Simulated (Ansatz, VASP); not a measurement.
# MoSeS: VASP beside Ansatz, part 2 of 3

One calculation is typed for both programs; each brings its own data sets. How far apart do they land? The cell is taken from a series of runs on this material, whose earlier steps may have relaxed, scaled, displaced or heated it; both programs get it as it stands.

VASP 6.6.1 and Ansatz 0.2.0.

So far: The structure; Ansatz: zone-centre phonons, PBEsol, pair 1.

### Step 3. VASP: zone-centre phonons, PBEsol, pair 1

Level of this step: PBEsol, no spin polarisation; plane waves and PAW (Mo_sv, S, Se) (VASP).

The same cell, functional and mesh now go to VASP, with its own data sets.

Lines of VASP's logs that name or quote its potential files are left out, and so is its time.

The input, INCAR:

```
SYSTEM = MoSeS
PREC = Accurate
ENCUT = 500
EDIFF = 1E-08
NELM = 120
ISMEAR = 0
SIGMA = 0.01
LREAL = .FALSE.
ALGO = Normal
GGA = PS
NBANDS = 19
LASPH = .TRUE.
LORBIT = 11
LWAVE = .FALSE.
LCHARG = .FALSE.
ISIF = 2
IBRION = 8
GGA_COMPAT = .FALSE.
EFERMI = MIDGAP
NELMDL = -8
KPAR = 2
```

The input, POSCAR:

```
MoSeS
1.0
    3.3632635976      0.0000000000      0.0000000000
   -1.6816317988      2.7739730620      0.0000000000
    0.0000000000      0.0000000000     30.4000000000
Mo S Se
1 1 1
Direct
    0.3311704045      0.6623408090      0.3297317125
    0.6678310020      0.3356620039      0.3789726102
    0.6676652602      0.3353305205      0.2748483088
```

The input, KPOINTS:

```
Automatic mesh
0
Gamma
12 12 1
0 0 0
```

The projector-augmented-wave data sets are Mo_sv, S and Se (PBE family, release 64).

The run is started by

```console
$ mpirun -np 2 vasp_std
```

Numbers of over 12 decimals in the logs are rounded to 6 here.

The log of the run:

```text
[banner, memory and clock lines left out]
running    2 mpi-ranks, on    1 nodes
 distrk:  each k-point on    1 cores,    2 groups
 distr:  one band on    1 cores,    1 groups

 POSCAR found type information on POSCAR MoS Se
 POSCAR found :  3 types and       3 ions
|                                                                             |
|               ----> ADVICE to this user running VASP <----                  |
|                                                                             |
|     You enforced a specific xc type in the INCAR file but a different       |
|     [... a line on the potential file left out ...]
|     I HOPE YOU KNOW WHAT YOU ARE DOING!                                     |
|                                                                             |

 LDA part: xc-table for (Slater+PW92), standard interpolation
 POSCAR, INCAR and KPOINTS ok, starting setup
 FFT: planning ... GRIDC
 FFT: planning ... GRID_SOFT
 FFT: planning ... GRID
 WAVECAR not read
 entering main loop
       N       E                     dE             d eps       ncg     rms          rms(c)
DAV:   1     0.147863858229E+03    0.14786E+03   -0.12397E+04  2306   0.983E+02
DAV:   2    -0.104031754035E+02   -0.15827E+03   -0.15446E+03  2342   0.208E+02
DAV:   3    -0.235952482068E+02   -0.13192E+02   -0.13104E+02  2261   0.555E+01
DAV:   4    -0.237655489546E+02   -0.17030E+00   -0.16952E+00  2125   0.686E+00
DAV:   5    -0.237687356522E+02   -0.31867E-02   -0.31847E-02  2165   0.930E-01
DAV:   6    -0.237688421842E+02   -0.10653E-03   -0.10653E-03  2175   0.158E-01
DAV:   7    -0.237688472241E+02   -0.50399E-05   -0.50398E-05  2247   0.310E-02
DAV:   8    -0.237688474317E+02   -0.20756E-06   -0.20750E-06  2188   0.587E-03    0.211E+01
DAV:   9    -0.228126381458E+02    0.95621E+00   -0.10388E+01  1714   0.196E+01    0.700E+00
DAV:  10    -0.226325614988E+02    0.18008E+00   -0.56691E+00  1778   0.133E+01    0.546E+00
DAV:  11    -0.224103868764E+02    0.22217E+00   -0.11937E+00  1774   0.645E+00    0.126E+00
DAV:  12    -0.224087677038E+02    0.16192E-02   -0.43761E-02  2050   0.128E+00    0.735E-01
DAV:  13    -0.224056883293E+02    0.30794E-02   -0.16457E-02  1862   0.831E-01    0.125E-01
DAV:  14    -0.224053558409E+02    0.33249E-03   -0.79074E-04  1931   0.177E-01    0.537E-02
[...]
DAV:  24    -0.224059503488E+02   -0.64030E-05   -0.17860E-07  1648   0.110E-03    0.609E-04
DAV:  25    -0.224059521085E+02   -0.17597E-05   -0.21385E-08  1856   0.389E-04    0.287E-04
DAV:  26    -0.224059539997E+02   -0.18912E-05   -0.39559E-08  1603   0.538E-04    0.149E-04
DAV:  27    -0.224059544106E+02   -0.41096E-06   -0.15375E-09  1717   0.150E-04    0.150E-04
DAV:  28    -0.224059545910E+02   -0.18035E-06    0.50948E-10  1383   0.860E-05    0.538E-05
DAV:  29    -0.224059546712E+02   -0.80182E-07    0.61887E-10  1379   0.641E-05    0.305E-05
DAV:  30    -0.224059546881E+02   -0.16962E-07    0.96562E-10  1132   0.314E-05    0.921E-06
DAV:  31    -0.224059546915E+02   -0.33911E-08    0.10041E-09  1165   0.155E-05
   1 F= -.22405955E+02 E0= -.22405955E+02  d E =0.000000E+00
 Linear response reoptimize wavefunctions to high precision
DAV:   1    -0.224059546928E+02   -0.12765E-08    0.10061E-09  1134   0.125E-05
DAV:   2    -0.224059546928E+02   -0.43656E-10    0.10213E-09  1165   0.376E-06
DAV:   3    -0.224059546928E+02    0.72760E-11    0.10266E-09  1135   0.163E-06
 Linear response DOF=           9
 Linear response progress:
  Degree of freedom:   1/  9
       N       E                     dE             d eps       ncg     rms          rms(c)
RMM:   1    -0.780935929678E+00   -0.78094E+00    0.36999E+00  3032   0.206E+01
RMM:   2    -0.575449270183E+00    0.20549E+00   -0.28858E-01  4234   0.368E+00    0.173E-01
RMM:   3    -0.574832852531E+00    0.61642E-03   -0.78051E-03  5631   0.552E-01    0.945E-02
RMM:   4    -0.573858009423E+00    0.97484E-03   -0.79521E-04  6421   0.171E-01    0.330E-02
RMM:   5    -0.573697534707E+00    0.16047E-03   -0.87485E-05  6635   0.524E-02    0.613E-03
[...]
RMM:  15    -0.745354593750E+00   -0.42592E-07   -0.56721E-08  3115   0.605E-05    0.612E-06
RMM:  16    -0.745354577463E+00    0.16288E-07   -0.70955E-09  3330   0.313E-05    0.389E-06
RMM:  17    -0.745354574365E+00    0.30972E-08    0.43700E-10  3115   0.326E-05    0.177E-06
 first order change of Fermi-energy   0.11158E+01
 force on displaced ion       1 direction 3 :  -0.000  -0.129 -27.769
 Linear response progress:
  Degree of freedom:   4/  9
       N       E                     dE             d eps       ncg     rms          rms(c)
RMM:   1    -0.110125743875E+00   -0.11013E+00   -0.12920E-01  6977   0.177E+00
RMM:   2    -0.942717230223E-01    0.15854E-01   -0.12697E-02  4692   0.567E-01    0.128E-01
RMM:   3    -0.946364989223E-01   -0.36478E-03   -0.46798E-04  4785   0.127E-01    0.721E-02
RMM:   4    -0.948765204830E-01   -0.24002E-03   -0.69651E-05  4900   0.499E-02    0.147E-02
RMM:   5    -0.948586488895E-01    0.17872E-04   -0.29792E-06  5236   0.110E-02    0.597E-03
RMM:   6    -0.948411433505E-01    0.17506E-04   -0.20987E-07  5050   0.369E-03    0.216E-03
RMM:   7    -0.948505677958E-01   -0.94244E-05   -0.29177E-07  4789   0.146E-03    0.573E-04
RMM:   8    -0.948503147703E-01    0.25303E-06    0.16520E-09  5131   0.436E-04    0.230E-04
[...]
first order change of Fermi-energy  -0.57362E-03
 force on displaced ion       2 direction 2 :  -0.000  -9.518  -0.749
 Linear response progress:
  Degree of freedom:   6/  9
       N       E                     dE             d eps       ncg     rms          rms(c)
RMM:   1    -0.167847994700E+00   -0.16785E+00   -0.10521E-01  4090   0.183E+00
RMM:   2    -0.151849890665E+00    0.15998E-01   -0.14579E-02  2757   0.589E-01    0.322E-01
RMM:   3    -0.151947506235E+00   -0.97616E-04   -0.11023E-03  2617   0.178E-01    0.236E-01
RMM:   4    -0.152127429520E+00   -0.17992E-03   -0.42826E-04  2512   0.118E-01    0.609E-02
RMM:   5    -0.152055824493E+00    0.71605E-04   -0.19721E-04  2481   0.854E-02    0.274E-02
RMM:   6    -0.152076123211E+00   -0.20299E-04   -0.11844E-05  2728   0.213E-02    0.684E-03
RMM:   7    -0.152082361019E+00   -0.62378E-05   -0.10659E-06  2966   0.578E-03    0.281E-03
RMM:   8    -0.152085843183E+00   -0.34822E-05   -0.12900E-07  2886   0.146E-03    0.104E-03
RMM:   9    -0.152087965378E+00   -0.21222E-05   -0.11754E-08  2674   0.104E-03    0.524E-04
RMM:  10    -0.152090146494E+00   -0.21811E-05   -0.11073E-08  2880   0.420E-04    0.174E-04
RMM:  11    -0.152092308617E+00   -0.21621E-05   -0.17589E-08  2763   0.382E-04    0.136E-04
RMM:  12    -0.152094257904E+00   -0.19493E-05    0.59579E-10  2852   0.307E-04    0.810E-05
RMM:  13    -0.152094959600E+00   -0.70170E-06    0.36071E-08  2960   0.163E-04    0.214E-05
RMM:  14    -0.152095076025E+00   -0.11643E-06   -0.32153E-08  2975   0.817E-05    0.201E-05
RMM:  15    -0.152095081895E+00   -0.58698E-08   -0.72463E-09  3048   0.797E-05    0.949E-06
 first order change of Fermi-energy  -0.31378E+00
 force on displaced ion       2 direction 3 :  -0.000  -0.752 -16.177
 Linear response progress:
  Degree of freedom:   7/  9
       N       E                     dE             d eps       ncg     rms          rms(c)
RMM:   1    -0.770082752046E-01   -0.77008E-01   -0.20154E-02  6902   0.127E+00
RMM:   2    -0.702393863401E-01    0.67689E-02   -0.67843E-03  4710   0.378E-01    0.885E-02
RMM:   3    -0.703799099673E-01   -0.14052E-03   -0.46689E-04  4938   0.793E-02    0.526E-02
RMM:   4    -0.705275757911E-01   -0.14767E-03   -0.62757E-05  4873   0.433E-02    0.690E-03
RMM:   5    -0.705029301777E-01    0.24646E-04   -0.65391E-06  5177   0.102E-02    0.212E-03
RMM:   6    -0.704995803633E-01    0.33498E-05   -0.12783E-07  5406   0.283E-03    0.718E-04
RMM:   7    -0.705012485141E-01   -0.16682E-05    0.87516E-09  4968   0.720E-04    0.244E-04
RMM:   8    -0.705016510285E-01   -0.40251E-06   -0.84725E-09  4948   0.307E-04    0.630E-05
RMM:   9    -0.705017186547E-01   -0.67626E-07   -0.12504E-08  5496   0.101E-04    0.333E-05
RMM:  10    -0.705017352823E-01   -0.16628E-07    0.80782E-11  5056   0.408E-05    0.613E-06
RMM:  11    -0.705017623558E-01   -0.27073E-07   -0.26068E-09  5463   0.137E-05    0.267E-06
RMM:  12    -0.705017687165E-01   -0.63607E-08    0.27891E-10  4897   0.612E-06    0.632E-07
 first order change of Fermi-energy  -0.41736E-03
 force on displaced ion       3 direction 1 :  -8.175  -0.001  -0.002
 Linear response progress:
  Degree of freedom:   8/  9
       N       E                     dE             d eps       ncg     rms          rms(c)
RMM:   1    -0.749016091167E-01   -0.74902E-01   -0.18432E-02  3973   0.127E+00
RMM:   2    -0.686916831639E-01    0.62099E-02   -0.68780E-03  2703   0.374E-01    0.883E-02
RMM:   3    -0.688289931178E-01   -0.13731E-03   -0.57312E-04  2855   0.790E-02    0.533E-02
RMM:   4    -0.689717886255E-01   -0.14280E-03   -0.67047E-05  2839   0.432E-02    0.107E-02
RMM:   5    -0.689615043723E-01    0.10284E-04   -0.72681E-06  2704   0.130E-02    0.486E-03
RMM:   6    -0.689460284872E-01    0.15476E-04   -0.12047E-06  2925   0.595E-03    0.112E-03
RMM:   7    -0.689453911487E-01    0.63734E-06   -0.12485E-07  3149   0.140E-03    0.478E-04
RMM:   8    -0.689467911716E-01   -0.14000E-05    0.37296E-09  2992   0.389E-04    0.161E-04
RMM:   9    -0.689471281647E-01   -0.33699E-06   -0.15871E-08  3017   0.143E-04    0.371E-05
RMM:  10    -0.689470951018E-01    0.33063E-07   -0.60365E-09  3051   0.477E-05    0.104E-05
RMM:  11    -0.689470825692E-01    0.12533E-07   -0.75822E-09  3052   0.172E-05    0.367E-06
RMM:  12    -0.689470833387E-01   -0.76946E-09   -0.68760E-09  2834   0.834E-06    0.168E-06
 first order change of Fermi-energy   0.51168E-01
 force on displaced ion       3 direction 2 :  -0.000  -8.599   0.636
 Linear response progress:
  Degree of freedom:   9/  9
       N       E                     dE             d eps       ncg     rms          rms(c)
RMM:   1    -0.137985314591E+00   -0.13799E+00   -0.64341E-03  4140   0.136E+00
RMM:   2    -0.129114179214E+00    0.88711E-02   -0.76334E-03  2723   0.395E-01    0.239E-01
RMM:   3    -0.129036574427E+00    0.77605E-04   -0.10052E-03  2682   0.134E-01    0.196E-01
RMM:   4    -0.129101314587E+00   -0.64740E-04   -0.29307E-04  2570   0.975E-02    0.506E-02
RMM:   5    -0.129082968905E+00    0.18346E-04   -0.97906E-05  2515   0.625E-02    0.124E-02
RMM:   6    -0.129086008765E+00   -0.30399E-05   -0.63118E-06  2826   0.150E-02    0.577E-03
RMM:   7    -0.129088772790E+00   -0.27640E-05   -0.11625E-06  2820   0.608E-03    0.220E-03
RMM:   8    -0.129091328307E+00   -0.25555E-05   -0.10037E-07  2691   0.233E-03    0.638E-04
RMM:   9    -0.129096171773E+00   -0.48435E-05   -0.55602E-08  2964   0.973E-04    0.278E-04
RMM:  10    -0.129098598489E+00   -0.24267E-05   -0.25095E-08  2736   0.437E-04    0.192E-04
RMM:  11    -0.129103572811E+00   -0.49743E-05   -0.13514E-07  2923   0.724E-04    0.158E-04
RMM:  12    -0.129104046643E+00   -0.47383E-06   -0.65903E-08  2961   0.317E-04    0.549E-05
RMM:  13    -0.129104518178E+00   -0.47153E-06   -0.94674E-08  2970   0.176E-04    0.485E-05
RMM:  14    -0.129104619559E+00   -0.10138E-06   -0.19134E-07  3083   0.158E-04    0.150E-05
RMM:  15    -0.129104637501E+00   -0.17942E-07   -0.11052E-07  3121   0.694E-05    0.897E-06
RMM:  16    -0.129104663313E+00   -0.25812E-07   -0.82769E-08  3064   0.552E-05    0.652E-06
RMM:  17    -0.129104688625E+00   -0.25312E-07   -0.44909E-08  2961   0.258E-05    0.338E-06
RMM:  18    -0.129104700534E+00   -0.11909E-07   -0.34366E-08  2933   0.218E-05    0.189E-06
RMM:  19    -0.129104702961E+00   -0.24267E-08   -0.10763E-08  2774   0.130E-05    0.140E-06
 first order change of Fermi-energy  -0.80355E+00
 force on displaced ion       3 direction 3 :   0.000   0.637 -15.518
 Linear response finished
```

OUTCAR, selected parts (step 3):

```text
ion  position               nearest neighbor table
   1  0.331  0.662  0.330-   2 2.39   2 2.43   2 2.43   3 2.50   3 2.54   3 2.54
   2  0.668  0.336  0.379-   1 2.39   1 2.43   1 2.43
   3  0.668  0.335  0.275-   1 2.50   1 2.54   1 2.54

  LATTYP: Found a base centered orthorhombic cell.
 ALAT       =     3.3632635976
 B/A-ratio  =     1.6495721977
 C/A-ratio  =     9.0388395431

 Subroutine GETGRP returns: Found  2 space group operations
 (whereof  2 operations were pure point group operations)

The static configuration has the point symmetry C_1h.

 Found     43 irreducible k-points:

   k-points           NKPTS =     43   k-points in BZ     NKDIM =     43   number of bands    NBANDS=     19

   dimension x,y,z NGX =    28 NGY =   24 NGZ =  224
   dimension x,y,z NGXF=    56 NGYF=   48 NGZF=  448

   ENCUT  =  500.0 eV  36.75 Ry    6.06 a.u.   6.13  5.91 55.43*2*pi/ulx,y,z

   NELECT =      26.0000    total number of electrons

 k-points in reciprocal lattice and weights: Automatic mesh
   0.00000000  0.00000000  0.00000000       0.007
   0.08333333 -0.00000000  0.00000000       0.028
   0.16666667  0.00000000  0.00000000       0.028
   0.25000000  0.00000000  0.00000000       0.028
   0.33333333 -0.00000000  0.00000000       0.028
   0.41666667  0.00000000  0.00000000       0.028
   0.50000000  0.00000000  0.00000000       0.014
   0.00000000  0.08333333  0.00000000       0.014
   0.08333333  0.08333333  0.00000000       0.028
[...]
0.16666667  0.41666667  0.00000000       0.014
   0.00000000  0.50000000  0.00000000       0.007

 average (electrostatic) potential at core
       1 -84.6314       2 -94.5013       3 -61.1871

  Total       -3.0411623     -0.8255290      0.0670833      0.0000000     -0.0051567      0.0000000
  in kB      -17.1796158     -4.6634378      0.3789558      0.0000000     -0.0291303      0.0000000
  external PRESSURE =      -7.1546993 kB  Pullay stress =       0.0000000 kB

  energy-cutoff  :      500.00
  volume of cell :      283.62
      direct lattice vectors                 reciprocal lattice vectors
     3.363263598  0.000000000  0.000000000     0.297330248  0.180246884  0.000000000
    -1.681631799  2.773973062  0.000000000     0.000000000  0.360493767  0.000000000
     0.000000000  0.000000000 30.400000000     0.000000000  0.000000000  0.032894737

 POSITION                                       TOTAL-FORCE (eV/Angst)
 -----------------------------------------------------------------------------------
      0.00000      1.83732     10.02384         0.000000     -0.001815      0.041321
      1.68163      0.93112     11.52077         0.000000     -0.000708      0.004389
      1.68163      0.93020      8.35539         0.000000      0.002523     -0.045710
 -----------------------------------------------------------------------------------
    total drift:                                0.000007     -0.000171     -0.000558

 Eigenvectors and eigenvalues of the dynamical matrix
 ----------------------------------------------------

   1 f  =   12.935504 THz    81.276168 2PiTHz  431.481964 cm-1    53.496921 meV
             X         Y         Z           dx          dy          dz
      0.000000  1.837316 10.023844    -0.000000   -0.055724   -0.571746
      1.681632  0.931117 11.520767     0.000000    0.096723    0.804254
      1.681632  0.930198  8.355389     0.000000   -0.000190    0.117566

   2 f  =   10.433933 THz    65.558334 2PiTHz  348.038537 cm-1    43.151260 meV
             X         Y         Z           dx          dy          dz
      0.000000  1.837316 10.023844    -0.000000   -0.622370    0.094070
      1.681632  0.931117 11.520767     0.000000    0.741958   -0.055415
      1.681632  0.930198  8.355389     0.000000    0.213403   -0.068501

   3 f  =   10.119201 THz    63.580814 2PiTHz  337.540206 cm-1    41.849633 meV
             X         Y         Z           dx          dy          dz
      0.000000  1.837316 10.023844     0.622912   -0.000000   -0.000000
      1.681632  0.931117 11.520767    -0.754776    0.000000   -0.000000
      1.681632  0.930198  8.355389    -0.205657    0.000000    0.000000

   4 f  =    8.689645 THz    54.598653 2PiTHz  289.855372 cm-1    35.937470 meV
             X         Y         Z           dx          dy          dz
      0.000000  1.837316 10.023844     0.000000    0.021350    0.445727
      1.681632  0.931117 11.520767    -0.000000   -0.086063    0.441689
      1.681632  0.930198  8.355389     0.000000    0.031601   -0.772902

   5 f  =    6.142991 THz    38.597548 2PiTHz  204.908108 cm-1    25.405356 meV
             X         Y         Z           dx          dy          dz
      0.000000  1.837316 10.023844    -0.000000   -0.381385   -0.045268
      1.681632  0.931117 11.520767    -0.000000   -0.527134   -0.002562
      1.681632  0.930198  8.355389     0.000000    0.756284    0.051513

   6 f  =    6.032202 THz    37.901443 2PiTHz  201.212600 cm-1    24.947172 meV
             X         Y         Z           dx          dy          dz
      0.000000  1.837316 10.023844     0.385147   -0.000000   -0.000000
      1.681632  0.931117 11.520767     0.524714   -0.000000   -0.000000
      1.681632  0.930198  8.355389    -0.759169    0.000000    0.000000

   7 f/i=    0.000917 THz     0.005763 2PiTHz    0.030593 cm-1     0.003793 meV
             X         Y         Z           dx          dy          dz
      0.000000  1.837316 10.023844     0.680913    0.000000    0.000000
      1.681632  0.931117 11.520767     0.393687    0.000000    0.000000
      1.681632  0.930198  8.355389     0.617550    0.000000    0.000000

   8 f/i=    0.000935 THz     0.005877 2PiTHz    0.031200 cm-1     0.003868 meV
             X         Y         Z           dx          dy          dz
      0.000000  1.837316 10.023844    -0.000000    0.378417    0.565934
      1.681632  0.931117 11.520767    -0.000000    0.218776    0.327248
      1.681632  0.930198  8.355389    -0.000000    0.343325    0.513511

   9 f/i=    0.002325 THz     0.014609 2PiTHz    0.077558 cm-1     0.009616 meV
             X         Y         Z           dx          dy          dz
      0.000000  1.837316 10.023844     0.000000    0.566074   -0.378490
      1.681632  0.931117 11.520767     0.000000    0.327114   -0.218903
      1.681632  0.930198  8.355389     0.000000    0.513442   -0.343163

 ELASTIC MODULI CONTR FROM IONIC RELAXATION (kBar)
 Direction    XX          YY          ZZ          XY          YZ          ZX
 --------------------------------------------------------------------------------
 XX         -78.9652    -44.0306   -181.5244      0.0000      0.1365      0.0000
 YY         -44.0306    -72.2979   -165.1572     -0.0000     -1.3605      0.0000
 ZZ        -181.5244   -165.1572   -503.1087      0.0000      0.5003      0.0000
 XY           0.0000     -0.0000      0.0000     -5.8027      0.0000      2.1503
 YZ           0.1365     -1.3605      0.5003      0.0000   -258.7200      0.0000
 ZX           0.0000      0.0000      0.0000      2.1503      0.0000   -214.5931
 --------------------------------------------------------------------------------
```

### Step 4. Differences

Known differences besides the potentials themselves: fixed occupations in Ansatz, narrow Gaussian smearing in VASP; Ansatz cuts the interaction across the vacuum, VASP repeats the sheet without a dipole correction; the data sets hold 36 valence electrons in Ansatz (on its PAW soft_1 files) and 26 in VASP; the cutoff is 420 eV in Ansatz and 500 eV in VASP; Ansatz makes its cores anew for this functional, VASP keeps those of its PBE data sets. Total energies have different zeros and are not compared.

The two programs side by side:

| quantity | Ansatz | VASP | difference |
| --- | --- | --- | --- |
| optical mode 1 (cm⁻¹) | 200.8 | 201.2 | -0.21 % |
| optical mode 2 (cm⁻¹) | 204.5 | 204.9 | -0.22 % |
| optical mode 3 (cm⁻¹) | 288.8 | 289.9 | -0.38 % |
| optical mode 4 (cm⁻¹) | 337.6 | 337.5 | +0.03 % |
| optical mode 5 (cm⁻¹) | 348.1 | 348.0 | +0.01 % |
| optical mode 6 (cm⁻¹) | 431.4 | 431.5 | -0.01 % |

Modes are paired by rising frequency, not by their patterns, so a pair may set unlike modes beside each other; they are those without the splitting of longitudinal modes. Where the cell holds vacuum, a pressure given here is an average over it and none of the material.

[end of part 2 of 3]

[Lines on the potential files, build, host, timing and source positions are cut from VASP's logs without a mark.]

[Logs are printed without paths, hosts, clocks, repeated set-up lines and the standing remarks that a program may print on its own settings, such as how far it seeks lower states.]

[Hosts, paths, dates, database ids (printed as entryN), source tags and the programs' standing remarks are cut or masked in the printed files.]
